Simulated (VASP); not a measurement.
All values below come from PBE GGA, VASP's PBE PAW potentials (set 64) (plane waves; VASP).

A VASP calculation is set up with these files.

KPOINTS:
```
Automatic mesh
0
Gamma
1 1 1
0 0 0
```

File POSCAR:
```
B31N32
1
    7.2488848260     0.0000000000     0.0000000000
    0.0000000000     7.2488848260     0.0000000000
   -0.0000000000    -0.0000000000     7.2488848260
B N
31 32
Direct
  0.5000000000   0.0000000000   0.0000000000
  0.7500000000   0.2500000000   0.0000000000
  0.7500000000   0.0000000000   0.2500000000
  0.0000000000   0.0000000000   0.0000000000
  0.2500000000   0.2500000000   0.0000000000
  0.5000000000   0.5000000000   0.0000000000
  0.7500000000   0.7500000000   0.0000000000
  0.2500000000   0.0000000000   0.2500000000
  0.5027990000   0.2568010000   0.2518910000
  0.7431490000   0.4940840000   0.2509450000
  0.5000000000   0.0000000000   0.5000000000
  0.7441190000   0.2469870000   0.4942700000
  0.7500000000   0.0000000000   0.7500000000
  0.0000000000   0.5000000000   0.0000000000
  0.2500000000   0.7500000000   0.0000000000
  0.0000000000   0.2500000000   0.2500000000
  0.2494390000   0.5006050000   0.2510590000
  0.5020570000   0.7566080000   0.2529940000
  0.0000000000   0.0000000000   0.5000000000
  0.2433970000   0.2446250000   0.4964780000
  0.7539510000   0.7458770000   0.4992010000
  0.2500000000   0.0000000000   0.7500000000
  0.4990230000   0.2521100000   0.7493740000
  0.7498040000   0.4956120000   0.7454940000
  0.0000000000   0.7500000000   0.2500000000
  0.0000000000   0.5000000000   0.5000000000
  0.2433220000   0.7557970000   0.4964760000
  0.0000000000   0.2500000000   0.7500000000
  0.2499470000   0.4936110000   0.7434810000
  0.5057240000   0.7504860000   0.7502920000
  0.0000000000   0.7500000000   0.7500000000
  0.6250000000   0.1250000000   0.1250000000
  0.8750000000   0.3750000000   0.1250000000
  0.8750000000   0.1250000000   0.3750000000
  0.1250000000   0.1250000000   0.1250000000
  0.3787780000   0.3756750000   0.1202730000
  0.6279950000   0.6183040000   0.1251820000
  0.8750000000   0.8750000000   0.1250000000
  0.3797080000   0.1264600000   0.3743830000
  0.6183380000   0.3700150000   0.3770100000
  0.8773430000   0.6298060000   0.3716110000
  0.6318420000   0.1194690000   0.6291040000
  0.8806610000   0.3780770000   0.6289370000
  0.8750000000   0.1250000000   0.8750000000
  0.1250000000   0.6250000000   0.1250000000
  0.3750000000   0.8750000000   0.1250000000
  0.1259300000   0.3751480000   0.3750930000
  0.3685730000   0.6208280000   0.3717210000
  0.6276320000   0.8746890000   0.3769150000
  0.1250000000   0.1250000000   0.6250000000
  0.3799040000   0.3682310000   0.6198080000
  0.6221070000   0.6255510000   0.6196640000
  0.8750000000   0.8750000000   0.6250000000
  0.3750000000   0.1250000000   0.8750000000
  0.6305630000   0.3752700000   0.8810440000
  0.8750000000   0.6250000000   0.8750000000
  0.1250000000   0.8750000000   0.3750000000
  0.1243460000   0.6199750000   0.6187610000
  0.3711040000   0.8732700000   0.6240880000
  0.1250000000   0.3750000000   0.8750000000
  0.3687540000   0.6221390000   0.8687360000
  0.6250000000   0.8750000000   0.8750000000
  0.1250000000   0.8750000000   0.8750000000
```

INCAR:
```
ALGO = Fast
EDIFF = 1E-5
EDIFFG = -0.03
ENCUT = 400
GGA = PE
IBRION = 2
ISIF = 2
ISMEAR = 0
ISYM = 0
LASPH = T
LCHARG = F
LREAL = Auto
LWAVE = T
NELECT = 254.0
NELM = 100
NELMIN = 4
NSW = 60
PREC = Normal
SIGMA = 0.05
SYSTEM = B31N32
```

POTCAR, in this order: B N (PBE.64 set). Program: vasp_gam.

The cell is charged, with a uniform compensating background. The supercell is sampled at Γ alone, which is coarse: total energies, pressure and levels can be off, energies of defects by several tenths of an eV.

Question: What does the run give for the energy per atom (σ→0)?

Answer: 
```
Quantity                                Value
---------------------  ----------------------
energy per atom (σ→0)  -817.1 kJ/mol of atoms
```

OSZICAR:
```
...
RMM:   3    -0.533553650278E+03    0.22627E-01   -0.31927E-03   319   0.149E-01    0.270E-01
RMM:   4    -0.533556598251E+03   -0.29480E-02   -0.67333E-04   318   0.836E-02    0.259E-01
RMM:   5    -0.533556536640E+03    0.61611E-04   -0.19631E-04   311   0.367E-02    0.802E-02
RMM:   6    -0.533556632408E+03   -0.95768E-04   -0.71151E-05   261   0.185E-02    0.188E-01
RMM:   7    -0.533556534434E+03    0.97974E-04   -0.31942E-05   218   0.143E-02    0.301E-02
RMM:   8    -0.533556546737E+03   -0.12303E-04   -0.79002E-06   193   0.789E-03    0.111E-02
RMM:   9    -0.533556547346E+03   -0.60966E-06   -0.14420E-06   180   0.292E-03
  16 F= -.53355655E+03 E0= -.53351823E+03  d E =-.656111E-03
```

The cell is a supercell with a defect, built from BN (zinc blende): vac_B, charge -1. The run is not spin-polarised, so no state with unpaired spins was tried.
